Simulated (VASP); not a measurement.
All values below come from optB88-vdW, VASP's PBE PAW potentials (set 64) (plane waves; VASP 6.6.1).

A VASP calculation is set up with these files.

### INCAR
```
AGGAC  =  0.0
ALGO  =  Normal
EDIFF  =  1E-7
EDIFFG  =  -0.01
ENCUT  =  520
GGA  =  BO
IBRION  =  2
ISIF  =  4
ISMEAR  =  0
LASPH  =  .True.
LCHARG  =  .False.
LMAXMIX  =  4
LREAL  =  .False.
LUSE_VDW  =  .True.
LWAVE  =  .False.
NELM  =  100
NSW  =  30
PARAM1  =  0.1833333333
PARAM2  =  0.22
PREC  =  Accurate
SIGMA  =  0.05
SYSTEM  =  ZnS
```

### POSCAR
```
ZnS
1
    1.8802174755    -3.2566321548     0.0000000000
    1.8802174755     3.2566321548     0.0000000000
    0.0000000000     0.0000000000     6.1669580376
Zn S
2 2
Direct
  0.6666670000   0.3333330000   0.5002404297
  0.3333330000   0.6666670000   0.0002404297
  0.6666670000   0.3333330000   0.8747595703
  0.3333330000   0.6666670000   0.3747595703
```

File KPOINTS:
```
Automatic
0
Gamma
  7 7 4
0 0 0
```

POTCAR, in this order: Zn S (PBE.64 set). Program: vasp_std.

Output of the run:

**OSZICAR**
```
       N       E                     dE             d eps       ncg     rms          rms(c)
DAV:   1     0.248183923395E+03    0.24818E+03   -0.17745E+04  1064   0.202E+03
DAV:   2     0.168963185224E+02   -0.23129E+03   -0.22614E+03  1098   0.385E+02
DAV:   3    -0.468954797912E+01   -0.21586E+02   -0.21492E+02  1284   0.120E+02
DAV:   4    -0.516381671417E+01   -0.47427E+00   -0.47388E+00  1218   0.184E+01
DAV:   5    -0.517294094515E+01   -0.91242E-02   -0.91230E-02  1310   0.244E+00    0.105E+01
DAV:   6    -0.427840657442E+01    0.89453E+00   -0.19750E+00  1670   0.409E+01    0.811E+00
DAV:   7    -0.431575409712E+01   -0.37348E-01   -0.21043E+00  1170   0.821E+00    0.354E+00
DAV:   8    -0.429103190279E+01    0.24722E-01   -0.15119E-01  1400   0.482E+00    0.124E+00
DAV:   9    -0.429178073754E+01   -0.74883E-03   -0.21216E-02  1488   0.257E+00    0.288E-01
DAV:  10    -0.429182608677E+01   -0.45349E-04   -0.13912E-03  1194   0.374E-01    0.130E-01
DAV:  11    -0.429190091005E+01   -0.74823E-04   -0.16064E-04  1456   0.162E-01    0.357E-02
DAV:  12    -0.429190122325E+01   -0.31319E-06   -0.42271E-05  1426   0.118E-01    0.898E-03
DAV:  13    -0.429190180324E+01   -0.57999E-06   -0.53774E-06  1296   0.177E-02    0.534E-03
DAV:  14    -0.429190193867E+01   -0.13543E-06   -0.38235E-07  1022   0.439E-03    0.227E-03
DAV:  15    -0.429190186761E+01    0.71063E-07   -0.80262E-08   780   0.602E-03
   1 F= -.42919019E+01 E0= -.42919019E+01  d E =-.429190E+01
       N       E                     dE             d eps       ncg     rms          rms(c)
DAV:   1    -0.429245179598E+01   -0.54986E-03   -0.27011E-02  1062   0.120E+00    0.118E-01
DAV:   2    -0.429223452777E+01    0.21727E-03   -0.74410E-04  1470   0.387E-01    0.706E-02
DAV:   3    -0.429211660311E+01    0.11792E-03   -0.15432E-04  1230   0.158E-01    0.168E-02
DAV:   4    -0.429211662308E+01   -0.19968E-07   -0.52327E-05  1158   0.619E-02    0.109E-02
DAV:   5    -0.429211673476E+01   -0.11168E-06   -0.28347E-06  1278   0.188E-02    0.841E-03
DAV:   6    -0.429211659427E+01    0.14049E-06   -0.50899E-07  1200   0.116E-02    0.309E-03
DAV:   7    -0.429211659867E+01   -0.44038E-08   -0.22494E-07   816   0.408E-03
   2 F= -.42921166E+01 E0= -.42921166E+01  d E =-.214731E-03
       N       E                     dE             d eps       ncg     rms          rms(c)
DAV:   1    -0.429535631992E+01   -0.32397E-02   -0.24318E-01  1062   0.359E+00    0.353E-01
DAV:   2    -0.429339378842E+01    0.19625E-02   -0.67034E-03  1458   0.116E+00    0.212E-01
DAV:   3    -0.429233946587E+01    0.10543E-02   -0.13930E-03  1230   0.473E-01    0.509E-02
DAV:   4    -0.429233964068E+01   -0.17481E-06   -0.47333E-04  1152   0.186E-01    0.328E-02
DAV:   5    -0.429234066295E+01   -0.10223E-05   -0.26151E-05  1236   0.571E-02    0.255E-02
DAV:   6    -0.429233931635E+01    0.13466E-05   -0.52813E-06  1318   0.364E-02    0.871E-03
DAV:   7    -0.429233946852E+01   -0.15217E-06   -0.20544E-06  1306   0.118E-02    0.275E-03
DAV:   8    -0.429233944096E+01    0.27562E-07   -0.13226E-07   564   0.681E-03
   3 F= -.42923394E+01 E0= -.42923394E+01  d E =-.437573E-03
       N       E                     dE             d eps       ncg     rms          rms(c)
DAV:   1    -0.429241140922E+01   -0.71941E-04   -0.52419E-03  1062   0.527E-01    0.521E-02
DAV:   2    -0.429236906547E+01    0.42344E-04   -0.14233E-04  1464   0.170E-01    0.311E-02
DAV:   3    -0.429234650934E+01    0.22556E-04   -0.29605E-05  1212   0.697E-02    0.739E-03
DAV:   4    -0.429234658229E+01   -0.72946E-07   -0.10111E-05  1152   0.273E-02    0.475E-03
DAV:   5    -0.429234660059E+01   -0.18302E-07   -0.54861E-07  1152   0.828E-03
   4 F= -.42923466E+01 E0= -.42923466E+01  d E =-.444733E-03
```

File OUTCAR:
```
------------------------ aborting loop because EDIFF is reached ----------------------------------------
  FORCE on cell =-STRESS in cart. coord.  units (eV):
  Direction    XX          YY          ZZ          XY          YZ          ZX
  --------------------------------------------------------------------------------------
  Total        2.4026836      2.4026835      2.3564241      0.0000000      0.0000000      0.0000000
  in kB       50.9717307     50.9717291     49.9903589      0.0000000      0.0000000      0.0000000
  external PRESSURE =      50.6446062 kB  Pullay stress =       0.0000000 kB
  volume of cell :       75.52
      direct lattice vectors                 reciprocal lattice vectors
     1.877027115 -3.251106281 -0.000000000     0.266378677 -0.153793803  0.000000000
     1.877027115  3.251106281  0.000000000     0.266378677  0.153793803  0.000000000
     0.000000000  0.000000000  6.187939676     0.000000000 -0.000000000  0.161604678
  FREE ENERGIE OF THE ION-ELECTRON SYSTEM (eV)
  ---------------------------------------------------
  free  energy   TOTEN  =        -4.2923466006 eV

  energy  without entropy=       -4.2923466006  energy(sigma->0) =       -4.29234660

 reached required accuracy - stopping structural energy minimisation
```
(Selected blocks of OUTCAR.)

### CONTCAR
```
ZnS
   1.00000000000000
     1.8770271154053808   -3.2511062805925239   -0.0000000000000000
     1.8770271154053808    3.2511062805925239    0.0000000000000000
     0.0000000000000000    0.0000000000000000    6.1879396764631895
  Zn              S
     2     2
Direct
     0.6666669999999968    0.3333330000000032    0.5009797090169784
     0.3333330000000032    0.6666669999999968    0.0009797090169784
     0.6666669999999968    0.3333330000000032    0.8740202909830216
     0.3333330000000032    0.6666669999999968    0.3740202909830216
```

The compound is ZnS in the wurtzite structure, the high-temperature form. This cell is one point of a volume scan, at 0.94 of the reference volume. Symmetry was kept, so distortions that lower it aren't found.
